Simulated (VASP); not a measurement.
# TiSi2: P into a neighbouring Ti vacancy, part 2 of 2

How hard is this move in TiSi2: P into a neighbouring Ti vacancy? Both ends are relaxed first, then a band of images between them. The start is a computed cell from the Materials Project.

VASP 6.6.1, plane waves and PAW; the level of theory is named at each step.

So far. Step 3 (Relax the start): P moved by 0.81 Å, so this state is no longer the site that was set up, and the path will join the minima actually found. Step 4 (Relax the end): The run ended after 26 ionic steps, 1.504 eV below its first step, once the forces on the free atoms met EDIFFG = -0.05.

### 5. Nudged elastic band

Images on a straight line between the ends relax across the path, while springs keep them spaced along it.

Contents of INCAR:

```
SYSTEM = Ti6Si16P
PREC = Normal
ENCUT = 280
EDIFF = 1E-05
NELM = 120
ISMEAR = 1
SIGMA = 0.15
LREAL = Auto
ALGO = Fast
GGA = PS
NBANDS = 69
LASPH = .TRUE.
LWAVE = .FALSE.
LCHARG = .FALSE.
IMAGES = 3
SPRING = -5
IBRION = 1
POTIM = 0.3
NSW = 60
EDIFFG = -0.05
ISYM = 0
ISIF = 0
```

Contents of POSCAR:

```
Ti6Si16P
1.0
    1.7584946145      6.6672545977      3.5636577142
    1.7584946145     -6.6672545977      3.5636577142
    7.0339784580      0.0000000000      0.0000000000
Ti P Si
6 1 16
Direct
    0.5177326634      0.7151122311      0.6926978246
    0.0276840721      0.2200331160      0.4376873196
    0.0311472547      0.2253008920      0.9358958570
    0.9832420106      0.7679913103      0.5603797125
    0.4771027365      0.2604442482      0.3130071732
    0.4872801986      0.2727255101      0.8115543301
    0.9141166022      0.8313701956      0.0627703778
    0.8755605971      0.3840375619      0.1856754089
    0.8833128566      0.3760753831      0.6827564091
    0.3811022620      0.8668797421      0.4363949933
    0.3718403599      0.8742565623      0.9422439568
    0.6340638050      0.1144499755      0.0631384558
    0.6265300717      0.1208317402      0.5638963844
    0.1367691025      0.6183270959      0.3091502625
    0.1245505035      0.6237365229      0.8134460415
    0.1821528137      0.0546571546      0.1830827678
    0.1839067352      0.0546821515      0.6969780204
    0.7032086656      0.5674334032      0.4190533370
    0.7051924138      0.5709401984      0.9431982527
    0.3310442144      0.4350784135      0.0731840362
    0.3286715193      0.4389815884      0.5402895104
    0.7850881889      0.9385304498      0.3166407001
    0.7784750312      0.9396976579      0.8260458617
```

Contents of KPOINTS:

```
Automatic mesh
0
Gamma
3 3 3
0 0 0
```

Contents of 00/POSCAR:

```
Ti6Si16P
1.0
    1.7584946145      6.6672545977      3.5636577142
    1.7584946145     -6.6672545977      3.5636577142
    7.0339784580      0.0000000000      0.0000000000
Ti P Si
6 1 16
Direct
    0.5177326634      0.7151122311      0.6926978246
    0.0276840721      0.2200331160      0.4376873196
    0.0311472547      0.2253008920      0.9358958570
    0.9832420106      0.7679913103      0.5603797125
    0.4771027365      0.2604442482      0.3130071732
    0.4872801986      0.2727255101      0.8115543301
    0.9141166022      0.8313701956      0.0627703778
    0.8755605971      0.3840375619      0.1856754089
    0.8833128566      0.3760753831      0.6827564091
    0.3811022620      0.8668797421      0.4363949933
    0.3718403599      0.8742565623      0.9422439568
    0.6340638050      0.1144499755      0.0631384558
    0.6265300717      0.1208317402      0.5638963844
    0.1367691025      0.6183270959      0.3091502625
    0.1245505035      0.6237365229      0.8134460415
    0.1821528137      0.0546571546      0.1830827678
    0.1839067352      0.0546821515      0.6969780204
    0.7032086656      0.5674334032      0.4190533370
    0.7051924138      0.5709401984      0.9431982527
    0.3310442144      0.4350784135      0.0731840362
    0.3286715193      0.4389815884      0.5402895104
    0.7850881889      0.9385304498      0.3166407001
    0.7784750312      0.9396976579      0.8260458617
```

Contents of 01/POSCAR:

```
Ti6Si16P
1.0
    1.7584946145      6.6672545977      3.5636577142
    1.7584946145     -6.6672545977      3.5636577142
    7.0339784580      0.0000000000      0.0000000000
Ti P Si
6 1 16
Direct
    0.5172438186      0.7190698120      0.6920766114
    0.0236174287      0.2215601353      0.4380905341
    0.0287677993      0.2285616530      0.9363208706
    0.9826412492      0.7717943518      0.5600708002
    0.4746533202      0.2636351253      0.3135847292
    0.4831655309      0.2741566494      0.8122904158
    0.8314020861      0.7902474312      0.0935893735
    0.8728305392      0.3842003634      0.1861591883
    0.8806395064      0.3766395036      0.6836564705
    0.3794671274      0.8688239948      0.4366493287
    0.3695144480      0.8758007913      0.9421277442
    0.6314012598      0.1143543226      0.0636026283
    0.6237614072      0.1214554081      0.5649082044
    0.1340074414      0.6200583391      0.3089220180
    0.1229697080      0.6258084529      0.8137069826
    0.1780800900      0.0564502360      0.1819481041
    0.1806625171      0.0560727030      0.7003940023
    0.7061904108      0.5656983930      0.4211472082
    0.7079286030      0.5678275025      0.9413878082
    0.3275046794      0.4369626498      0.0717620695
    0.3249966412      0.4403795811      0.5436897561
    0.7867204712      0.9361799728      0.3141453836
    0.7831449343      0.9372782043      0.8273454173
```

Contents of 02/POSCAR:

```
Ti6Si16P
1.0
    1.7584946145      6.6672545977      3.5636577142
    1.7584946145     -6.6672545977      3.5636577142
    7.0339784580      0.0000000000      0.0000000000
Ti P Si
6 1 16
Direct
    0.5167549739      0.7230273928      0.6914553982
    0.0195507852      0.2230871546      0.4384937486
    0.0263883440      0.2318224140      0.9367458843
    0.9820404878      0.7755973932      0.5597618878
    0.4722039040      0.2668260024      0.3141622851
    0.4790508632      0.2755877886      0.8130265016
    0.7486875700      0.7491246667      0.1244083692
    0.8701004812      0.3843631648      0.1866429678
    0.8779661563      0.3772036240      0.6845565318
    0.3778319928      0.8707682474      0.4369036640
    0.3671885360      0.8773450204      0.9420115315
    0.6287387145      0.1142586697      0.0640668008
    0.6209927427      0.1220790760      0.5659200244
    0.1312457803      0.6217895822      0.3086937734
    0.1213889124      0.6278803828      0.8139679236
    0.1740073664      0.0582433175      0.1808134405
    0.1774182990      0.0574632544      0.7038099843
    0.7091721559      0.5639633828      0.4232410795
    0.7106647921      0.5647148066      0.9395773636
    0.3239651444      0.4388468862      0.0703401028
    0.3213217632      0.4417775738      0.5470900018
    0.7883527534      0.9338294959      0.3116500672
    0.7878148374      0.9348587506      0.8286449730
```

Contents of 03/POSCAR:

```
Ti6Si16P
1.0
    1.7584946145      6.6672545977      3.5636577142
    1.7584946145     -6.6672545977      3.5636577142
    7.0339784580      0.0000000000      0.0000000000
Ti P Si
6 1 16
Direct
    0.5162661292      0.7269849737      0.6908341850
    0.0154841418      0.2246141739      0.4388969631
    0.0240088886      0.2350831750      0.9371708980
    0.9814397263      0.7794004347      0.5594529754
    0.4697544878      0.2700168795      0.3147398410
    0.4749361955      0.2770189278      0.8137625874
    0.6659730538      0.7080019022      0.1552273649
    0.8673704232      0.3845259663      0.1871267472
    0.8752928062      0.3777677445      0.6854565932
    0.3761968581      0.8727125001      0.4371579994
    0.3648626240      0.8788892494      0.9418953188
    0.6260761692      0.1141630168      0.0645309734
    0.6182240782      0.1227027438      0.5669318445
    0.1284841192      0.6235208254      0.3084655288
    0.1198081169      0.6299523128      0.8142288646
    0.1699346427      0.0600363990      0.1796787768
    0.1741740808      0.0588538058      0.7072259662
    0.7121539010      0.5622283727      0.4253349508
    0.7134009812      0.5616021107      0.9377669191
    0.3204256093      0.4407311225      0.0689181362
    0.3176468851      0.4431755666      0.5504902475
    0.7899850356      0.9314790190      0.3091547507
    0.7924847404      0.9324392970      0.8299445286
```

Contents of 04/POSCAR:

```
Ti6Si16P
1.0
    1.7584946145      6.6672545977      3.5636577142
    1.7584946145     -6.6672545977      3.5636577142
    7.0339784580      0.0000000000      0.0000000000
Ti P Si
6 1 16
Direct
    0.5157772844      0.7309425546      0.6902129718
    0.0114174984      0.2261411932      0.4393001776
    0.0216294332      0.2383439360      0.9375959116
    0.9808389649      0.7832034762      0.5591440631
    0.4673050715      0.2732077566      0.3153173970
    0.4708215278      0.2784500671      0.8144986731
    0.5832585377      0.6668791378      0.1860463606
    0.8646403653      0.3846887678      0.1876105266
    0.8726194560      0.3783318650      0.6863566546
    0.3745617235      0.8746567528      0.4374123348
    0.3625367121      0.8804334784      0.9417791062
    0.6234136240      0.1140673639      0.0649951459
    0.6154554137      0.1233264117      0.5679436645
    0.1257224581      0.6252520685      0.3082372843
    0.1182273214      0.6320242427      0.8144898057
    0.1658619190      0.0618294804      0.1785441132
    0.1709298627      0.0602443573      0.7106419481
    0.7151356462      0.5604933625      0.4274288220
    0.7161371704      0.5584894148      0.9359564746
    0.3168860743      0.4426153588      0.0674961695
    0.3139720070      0.4445735593      0.5538904932
    0.7916173179      0.9291285420      0.3066594342
    0.7971546435      0.9300198434      0.8312440842
```

Potentials, in the order of the species: Ti, P and Si (PBE family, release 64).

The run is started by

```
> mpirun -np 3 vasp_std
```

Elapsed: 21 min, on 3 MPI ranks of Intel Xeon 6975P-C (Granite Rapids), shared host; peak memory 0.68 GiB; 54 min of CPU time.

Images along the path:

| image | path (A) | energy (eV) | P7: x, y, z (Å) |
| --- | --- | --- | --- |
| 0 | 0.000 | 0.0000 | 3.511, 0.552, 6.220 |
| 1 | 1.443 | 0.0287 | 3.520, 0.259, 5.944 |
| 2 | 2.881 | 0.8249 | 3.518, -0.016, 5.323 |
| 3 | 4.319 | 0.0410 | 3.532, -0.251, 4.748 |
| 4 | 5.760 | 0.0017 | 3.507, -0.558, 4.455 |

This step gave:

```yaml
electronic_cycles: 292
path_length_all_atoms_rigid_shifts_included: 5.760 Å
barrier: 0.8249 eV
barrier_in_the_reverse_direction: 0.8232 eV
barrier_from_a_spline_through_the_images: 0.8248 eV
reaction_energy: 0.001667 eV
```

What the program prints for this run, and its count of cycles, belong to image 1; the force that counts for the threshold is the band's, across the path.

### 6. Results

| Item | Value |
| --- | --- |
| hop | P into a neighbouring Ti vacancy |
| barrier | 0.825 eV |
| barrier in the reverse direction | 0.823 eV |
| barrier from a spline through the images | 0.825 eV |
| reaction energy | 0.00167 eV |
| path length (all atoms, rigid shifts included) | 5.76 Å |

The barrier is 0.82 eV forwards and 0.82 eV backwards. With an attempt frequency of 10¹³ per second, taken as a typical value, this barrier gives about 10^-1 hops a second at 300 K. Both ends are alike and an image sits at the midpoint, which is the saddle if the path is symmetric. An end state left the site that was set up, so the path joins other places than the title names. The band met its force threshold after 57 steps. Cell and mesh are small and were not tested. The band started on a straight line, so other routes may lie lower.

[Lines on the potential files, build, host, timing and source positions are cut from VASP's logs without a mark.]

[Logs are printed without paths, hosts, clocks, repeated set-up lines and the standing remarks that a program may print on its own settings, such as how far it seeks lower states.]

[Hosts, paths, dates, database ids (printed as entryN), source tags and the programs' standing remarks are cut or masked in the printed files.]

[Runs that stopped without an error message from VASP are left out.]
